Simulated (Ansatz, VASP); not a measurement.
## HF: VASP beside Ansatz

Wanted: the spread between two codes on one cell, functional and k mesh. The structure shown is frame 80 of Ansatz's trajectory.

Calculated with Ansatz 0.2.0; plane waves, with VASP 6.6.1 beside it; single point at PBE.

### 1. Starting point

The cell holds 116 atoms: 58 F and 58 H. Cell: a = 12.400 Å, b = 12.400 Å, c = 12.400 Å, α = 90.0°, β = 90.0°, γ = 90.0°. As first built, before any earlier steps moved the atoms (in the runner's words): 58 hydrogen fluoride placed at random, at 1.01 g/cm^3; overlaps pushed apart, then 10 ps at 393 K with a harmonic two-site HF with charges of 0.5 e and a 12-6 site on F. Snapshot after 20 ps at 293 K and fixed volume.

### 2. Ansatz: dynamics, PBE

Ansatz runs on its default PAW (the set named soft_2) files.

One frame of this run of dynamics is then solved in both programs, so the motion causes no difference.

File input.yaml:

```yaml
crystal:
  lattice:
    - [12.40002, 0.0, 0.0]
    - [0.0, 12.40002, 0.0]
    - [0.0, 0.0, 12.40002]
  atoms:
    - { symbol: F, position: [0.19821, 0.4045, 0.98218] }
    - { symbol: H, position: [0.13643, 0.36633, 0.01418] }
    - { symbol: F, position: [0.01854, 0.87081, 0.70759] }
    - { symbol: H, position: [0.04047, 0.80529, 0.73798] }
    - { symbol: F, position: [0.05824, 0.32521, 0.37308] }
    - { symbol: H, position: [0.102, 0.26262, 0.36237] }
    - { symbol: F, position: [0.19679, 0.10923, 0.98463] }
    - { symbol: H, position: [0.27305, 0.12969, 0.98029] }
    - { symbol: F, position: [0.95996, 0.5901, 0.9289] }
    - { symbol: H, position: [0.9249, 0.54629, 0.87343] }
    - { symbol: F, position: [0.57751, 0.7272, 0.49837] }
    - { symbol: H, position: [0.5648, 0.70936, 0.57356] }
    - { symbol: F, position: [0.66204, 0.23886, 0.16009] }
    - { symbol: H, position: [0.70429, 0.20899, 0.21977] }
    - { symbol: F, position: [0.99335, 0.66822, 0.46723] }
    - { symbol: H, position: [0.99322, 0.69791, 0.39434] }
    - { symbol: F, position: [0.23692, 0.85964, 0.51875] }
    - { symbol: H, position: [0.27867, 0.8345, 0.57506] }
    - { symbol: F, position: [0.24413, 0.59992, 0.65299] }
    - { symbol: H, position: [0.28459, 0.56427, 0.59719] }
    - { symbol: F, position: [0.72713, 0.46253, 0.54426] }
    - { symbol: H, position: [0.7935, 0.45874, 0.49663] }
    - { symbol: F, position: [0.47756, 0.34598, 0.76838] }
    - { symbol: H, position: [0.45834, 0.27834, 0.74423] }
    - { symbol: F, position: [0.00596, 0.75085, 0.30455] }
    - { symbol: H, position: [0.02238, 0.82782, 0.301] }
    - { symbol: F, position: [0.36694, 0.46484, 0.25415] }
    - { symbol: H, position: [0.30585, 0.49246, 0.21955] }
    - { symbol: F, position: [0.16955, 0.18024, 0.3668] }
    - { symbol: H, position: [0.20891, 0.11456, 0.38963] }
[... 80 atom lines left out ...]
    - { symbol: F, position: [0.9135, 0.50547, 0.78311] }
    - { symbol: H, position: [0.93172, 0.52785, 0.71019] }
    - { symbol: F, position: [0.92534, 0.5664, 0.6019] }
    - { symbol: H, position: [0.95709, 0.6104, 0.54361] }
    - { symbol: F, position: [0.4945, 0.94001, 0.75184] }
    - { symbol: H, position: [0.54096, 0.98334, 0.79995] }
kpoints:
  mp_grid: { grid: [1, 1, 1] }
hamiltonian:
  xc: pbe
scf:
  occupations: { method: gaussian, width: 0.05 }
output:
  forces: true
md:
  timestep: 0.5
  n_steps: 240
  ensemble: nvt_langevin
  temperature: 293
  initial_velocities: maxwell_boltzmann
  seed: 7559
```

Command:

```console
ansatz run input.yaml --threads 4 --pin off --max-ram 8192MiB --backend cpu --events-out ev --progress --plain --runs-dir out
```

Numbers of over 12 decimals in the logs are rounded to 6 here.

What it wrote:

```text
Warning: md: disabling space-group detection — thermal motion breaks the input geometry's symmetry, so no spatial operation reduces the k-mesh or symmetrises the density; time reversal is kept, so that k and −k are solved as one point where they differ and the mesh holds both, and exact exchange and, on two spinor components, a DFT+U term hold to it where the run has them: on two components no moment then forms, and  [...]
Engine: ansatz 0.2.0, aarch64-unknown-linux-gnu
Pseudopotentials: kind: paw
Pseudopotential: F, paw, valence charge 7, recommended cutoff 420 eV (normal), F.paw.azcp
Pseudopotential: H, paw, valence charge 1, recommended cutoff 420 eV (normal), H.paw.azcp
Functional definition: PBE
  parameter kappa = 0.804
  parameter beta = 0.066725
  exchange = pbe_x(kappa = kappa, mu = beta*pi^2/3)
  correlation = pbe_c(beta = beta)
Crystal: 116 atoms, lattice volume = 1906.633 Å³
Basis set: ecut = 420 eV, 37385 PW (Γ), exchange–correlation on 180×180×180 points (8 copies of the dense FFT grid, shifted against one another)
Bands: 348, of which v1, the nominal top of the filled ones, is band 232 counted from 1 (231 counted from 0)
Symmetry: 1 space group operations
k-points: 1
Non-local potential: F, projectors of the file, l = 0: 2, l = 1: 2, l = 2: 1
Non-local potential: H, projectors of the file, l = 0: 2, l = 1: 1
PAW form: soft (Blöchl's): semilocal exchange-correlation on the pseudo side does not see the compensation charge
PAW one-centre angular grid: F, 110 points (default); XC on 64 Gauss nodes
PAW one-centre angular grid: H, 110 points (default); XC on 64 Gauss nodes
Initial density: superposition of atomic densities (neutral atoms: chi_scale 0, normalization atom), corrected by the library's trained network
Initial wavefunctions: pseudopotential atomic-orbital guess
Functional: x = pbe(κ = 0.804, μ = 0.219515), c = pbe(β = 0.066725)
SCF iter   1: F=—  HF=-47817.356192 eV  |F-HF|=—  |Δ(HF+E_count)|=         —  Δρ=4.00e-3  dr2=2.57e-1  ethr=1.77e-3  ⟨swp⟩=5.0  Hψ=1312  notcnv=0  defer=98
preconditioner: auto → Resta (q_TF=auto, 2.156 Å⁻¹)  ε∞=1.9  [insulator: Δε(μ)=6.750 eV  Ē_g=19.653 eV  σ=0.050 eV  W_gap=1.00  n_scr=340 (ndim 8)  ℏωp=18.3 eV  f_vac=0.500  D(μ)=0.00/eV (n_scr^D=0)  ε∞_Penn≈1.9]
SCF iter   2: F=—  HF=-47817.276850 eV  |F-HF|=—  |Δ(HF+E_count)|=   7.93e-2  Δρ=1.73e-3  dr2=5.56e-2  ethr=5.54e-5  ⟨swp⟩=2.0  Hψ=554  notcnv=0  defer=109
SCF iter   3: F=—  HF=-47817.274492 eV  |F-HF|=—  |Δ(HF+E_count)|=   2.36e-3  Δρ=6.81e-4  dr2=1.20e-2  ethr=1.20e-5  ⟨swp⟩=2.0  Hψ=420  notcnv=0  defer=109
SCF iter   4: F=—  HF=-47817.271346 eV  |F-HF|=—  |Δ(HF+E_count)|=   3.15e-3  Δρ=2.29e-4  dr2=9.94e-4  ethr=2.59e-6  ⟨swp⟩=2.0  Hψ=462  notcnv=0  defer=109
SCF iter   5: F=—  HF=-47817.270812 eV  |F-HF|=—  |Δ(HF+E_count)|=   5.35e-4  Δρ=1.16e-4  dr2=1.61e-4  ethr=2.14e-7  ⟨swp⟩=3.0  Hψ=460  notcnv=0  defer=109
SCF iter   6: F=—  HF=-47817.270740 eV  |F-HF|=—  |Δ(HF+E_count)|=   7.16e-5  Δρ=3.68e-5  dr2=1.59e-5  ethr=3.47e-8  ⟨swp⟩=2.0  Hψ=456  notcnv=0  defer=109
SCF iter   7: F=—  HF=-47817.274143 eV  |F-HF|=—  |Δ(HF+E_count)|=   3.40e-3  Δρ=9.79e-6  dr2=1.48e-6  ethr=3.43e-9  ⟨swp⟩=2.0  Hψ=562  notcnv=0  defer=109
SCF iter   8: F=—  HF=-47817.274144 eV  |F-HF|=—  |Δ(HF+E_count)|=   5.27e-7  Δρ=4.52e-6  dr2=2.48e-7  ethr=3.20e-10  ⟨swp⟩=3.0  Hψ=481  notcnv=0  defer=109
SCF iter   9: F=-47817.274144 eV  HF=-47817.274144 eV  |F-HF|=2.48e-8  |Δ(HF+E_count)|=   5.93e-8  Δρ=1.30e-6  dr2=2.63e-8  ethr=2.16e-11  ⟨swp⟩=4.0  Hψ=990  notcnv=0
SCF 1 converged in 9 iterations: F = -47817.274144 eV  dr2 = 2.63e-8
  greatest PAW one-centre occupation: 0.931 electrons in one spin orbital (limit 2), on the F atom at site 30 (counted from 0), in its partial waves of l = 0
md step     0: t =     0.00 fs  T =   290.5 K  F+E_penalty+E_count = -47817.27414362 eV  E_kin = 4.355416 eV  (9 SCF iters)
[...]
md step   239: t =   119.50 fs  T =   341.4 K  F+E_penalty+E_count = -47820.90156070 eV  E_kin = 5.118577 eV  (5 SCF iters)
[...]
md step   240: t =   120.00 fs  T =   341.9 K  F+E_penalty+E_count = -47820.92216221 eV  E_kin = 5.126756 eV  (7 SCF iters)
SCF converged after 7 iterations
Free energy (F): -47820.922162 eV
Harris-Foulkes:  -47820.922162 eV  (|F-HF|=1.81e-8)
Internal energy: -47820.922162 eV  (E = F + TS)
E sigma→0 (E₀):  -47820.922162 eV
Fermi energy:    -2.516930 eV
--- Per-component energies (eV) ---
  E_band       = -5996.801902
  E_kinetic    = 12686.088335
  E_local      = -57712.357343  (includes V_loc(G=0)·N_el)
  E_nonlocal   = 4352.393249
  E_hartree    = 22541.437877
  E_xc         = -5089.625565
  E_vxc        = -6525.576021  (∫ρ·V_xc dr)
  E_paw        = -11670.321079  (= ΣΔE_a)
  E_vpaw       = -3880.286793  (= ΣTr[D̂ρ^β])
  E_aug_tail   = 0.056266  (compensation charges beyond the density's cutoff)
  E_ewald      = -12928.593902
  E_smearing   = -0.000000  (= −TS)
  E_closure    = 0.000000  (closes the sum)
  Σ components = -47820.922162   (vs F -47820.922162, Δ=0.00e0)
--- Forces (eV/Å), atoms counted from 1 ---
  atom   1  F      0.81241310     0.72127562    -0.98884083
  atom   2  H     -0.81038592    -0.27521610     0.60653333
  atom   3  F      0.08251539     0.48672123     0.18719380
  atom   4  H     -0.21701425    -0.61796395     0.01590672
  atom   5  F      0.37169820    -0.21866576    -0.42089235
  atom   6  H     -0.06011171     0.22042518     0.53961395
  atom   7  F     -1.10329458    -1.03094000     0.20853649
  atom   8  H      1.14792512     1.24764331     0.10322255
  atom   9  F      0.13843030     0.55102061     0.72232618
  atom  10  H     -0.14771004    -0.49533963    -0.78961455
  atom  11  F      0.31604933     0.16577563     0.29085604
  atom  12  H     -0.08202089    -0.08868724    -0.03496780
  atom  13  F      0.14117855    -0.05423386     0.09853691
  atom  14  H     -0.14163080     0.44967315     0.10666573
  atom  15  F     -0.16233648    -0.53777834     0.97783310
  atom  16  H     -0.24878994    -0.11662290    -0.68541698
  atom  17  F     -0.05895748     0.62026012    -0.55438135
  atom  18  H      0.72728142    -0.17271425     0.54384045
  atom  19  F      0.41178666    -0.20810640    -0.15619543
  atom  20  H     -0.26029300     0.16440004     0.11921094
  atom  21  F      1.55913012    -0.31844924    -1.47055671
  atom  22  H     -1.39222901     0.08882738     1.24361101
  atom  23  F      0.21484000    -0.49626543    -0.67390533
  atom  24  H     -0.07815988     0.18414548     0.36532192
[...]
atom 109  F     -1.17537852    -0.55790411     0.58241055
  atom 110  H      1.26452162     0.49584380    -0.55048345
  atom 111  F      0.34675418     0.11065775    -0.31530718
  atom 112  H     -0.33153448     0.03289824     0.28400090
  atom 113  F      0.63240493     0.43479339    -0.12769270
  atom 114  H     -0.43227898    -0.31436873     0.08114227
  atom 115  F      0.09324498    -0.53891830    -2.21404401
  atom 116  H      0.45129818     0.52389791     1.81527093
  max |Σ_I F_I| component: 4.13e-5 eV/Å
--- MD trajectory: 240 steps, t = 0.0 → 120.0 fs ---
  final state: T = 341.9 K   F+E_penalty+E_count = -47820.92216221 eV   E_kin = 5.126756 eV
```

The column dr2 measures how far the density is from self-consistency, as an energy; F and HF (Harris–Foulkes) agree once it is small.

### 3. VASP: single point, PBE

The same cell, functional, mesh and smearing now go to VASP, with its own data sets.

Lines of VASP's logs that name or quote its potential files are left out, and so is its time.

File INCAR:

```
SYSTEM = HF
PREC = Accurate
ENCUT = 520
EDIFF = 1E-06
NELM = 120
ISMEAR = 0
SIGMA = 0.05
LREAL = Auto
ALGO = Normal
GGA = PE
NBANDS = 320
LORBIT = 11
LWAVE = .FALSE.
LCHARG = .FALSE.
ISIF = 2
LASPH = .TRUE.
GGA_COMPAT = .FALSE.
EFERMI = MIDGAP
NCORE = 4
```

File POSCAR:

```
HF
1.0
   12.4000200000      0.0000000000      0.0000000000
    0.0000000000     12.4000200000      0.0000000000
    0.0000000000      0.0000000000     12.4000200000
F H
58 58
Direct
    0.1933061398      0.3917896907      0.9912403367
    0.0228064148      0.8646115087      0.7023375769
    0.0507579826      0.3432575109      0.3689348888
    0.1890642112      0.1153546527      0.9773290688
    0.9532323335      0.6157006198      0.9374581654
    0.5672248916      0.7190714209      0.5147572343
    0.6663456994      0.2367496181      0.1515239492
    0.0167322311      0.6828779308      0.4730073016
    0.2301609191      0.8607324827      0.5181443256
    0.2536770102      0.6200231935      0.6618295777
    0.7169746500      0.4795637426      0.5370313919
    0.4688218245      0.3436607360      0.7916035619
    0.9996532264      0.7589181308      0.2917737229
    0.3797655165      0.4673218269      0.2489754049
    0.1800722902      0.1772900366      0.3629590920
    0.3483542768      0.8046035410      0.0594515170
    0.2717656907      0.2727011731      0.5537813649
    0.7586842602      0.0780321322      0.6777811649
    0.3552897495      0.2078464390      0.9813613204
    0.5895393717      0.7065311185      0.7103698220
    0.0486692763      0.9395710652      0.2829592210
    0.6896763070      0.9154259429      0.2176931973
    0.5606361925      0.0474837944      0.8808453535
    0.5471442788      0.2227335117      0.0112419174
    0.8628211890      0.3772655205      0.1016369328
    0.4457331520      0.1734593976      0.7027730600
    0.6825150282      0.8103293382      0.8959904903
    0.5322572060      0.4460960547      0.5541926545
    0.6602892576      0.0156435232      0.0472579883
    0.8296760812      0.0831530917      0.4481605675
[... 80 atom lines left out ...]
    0.7929503340      0.8439421872      0.8630550596
    0.1545158798      0.6468699244      0.7201923868
    0.2846043797      0.4707492407      0.9697645649
    0.9021356417      0.5181281966      0.7023375769
    0.9563210382      0.6123135285      0.5345072024
    0.5222814157      0.9886838892      0.7877971165
```

File KPOINTS:

```
Automatic mesh
0
Gamma
1 1 1
0 0 0
```

PAW data sets: F and H (PBE family, release 64).

Command:

```console
mpirun -np 16 vasp_gam
```

What it wrote:

```text
[banner, memory and clock lines left out]
running   16 mpi-ranks, on    1 nodes
[...]
LDA part: xc-table for (Slater+PW92), standard interpolation
 POSCAR, INCAR and KPOINTS ok, starting setup
[...]
entering main loop
       N       E                     dE             d eps       ncg     rms          rms(c)
DAV:   1     0.432062544337E+04    0.43206E+04   -0.26479E+05   704   0.134E+03
DAV:   2    -0.884848560780E+02   -0.44091E+04   -0.42558E+04   760   0.348E+02
DAV:   3    -0.498534410767E+03   -0.41005E+03   -0.40783E+03   744   0.110E+02
DAV:   4    -0.504517006818E+03   -0.59826E+01   -0.59703E+01   736   0.152E+01
[...]
DAV:  19    -0.475860738762E+03    0.13918E-05   -0.20334E-05   752   0.132E-02    0.525E-03
DAV:  20    -0.475860737470E+03    0.12922E-05   -0.11629E-06   512   0.533E-03    0.392E-03
DAV:  21    -0.475860736854E+03    0.61598E-06   -0.11022E-06   504   0.448E-03
   1 F= -.47586074E+03 E0= -.47586074E+03  d E =0.000000E+00
```

OUTCAR, selected parts (step 3):

```text
  FREE ENERGIE OF THE ION-ELECTRON SYSTEM (eV)
  ---------------------------------------------------
  free  energy   TOTEN  =      -475.8607368543 eV

  energy  without entropy=     -475.8607368543  energy(sigma->0) =     -475.86073685

[... 1 further part left out ...]
```

The run ends at a pressure of 1.02 GPa, with forces up to 3.5 eV/Å.

### 4. Side by side

Known differences besides the potentials themselves: the cutoff is 420 eV in Ansatz and 520 eV in VASP (PREC = Accurate, projectors in real space). Total energies have different zeros and are not compared.

Forces on 8 of the 116 atoms, those with the largest forces and the largest differences (eV/Å; atoms numbered as in POSCAR):

```tsv
atom	Ansatz x, y, z	VASP x, y, z
F1	2.122, 1.099, -1.629	2.365, 1.309, -1.788
F20	0.890, 1.534, -0.796	1.054, 1.789, -0.949
F27	2.540, 0.937, -1.662	2.796, 1.023, -1.862
F28	-2.229, -0.709, 0.314	-2.527, -0.776, 0.340
F51	-2.312, 0.286, 1.189	-2.159, 0.258, 1.123
H59	-1.547, -0.757, 0.839	-1.804, -0.955, 1.013
H60	0.746, -2.014, 0.119	0.826, -2.289, 0.244
H78	-1.011, -1.917, 0.716	-1.197, -2.195, 0.855
```

The forces differ by 134 meV/Å r.m.s., which is 18.9 % of the r.m.s. force of 0.706 eV/Å (both taken over all components).

### 5. Outcome

- r.m.s. force difference (single point, PBE): 19 % of the r.m.s. force

The r.m.s. force difference is 19 % of the r.m.s. force (single point, PBE), beyond the 3 % picked in this series as the mark of a large difference. What causes the difference of the single point, PBE pair stays open here. 2 further runs of this series are not shown here. Such differences can come from data sets, numerical settings and the points named under the comparisons, not from the functional's error against experiment.

[Lines on the potential files, build, host, timing and source positions are cut from VASP's logs without a mark.]

[Logs are printed without paths, hosts, clocks, repeated set-up lines and the standing remarks that a program may print on its own settings, such as how far it seeks lower states.]

[Hosts, paths, dates, database ids (printed as entryN), source tags and the programs' standing remarks are cut or masked in the printed files.]
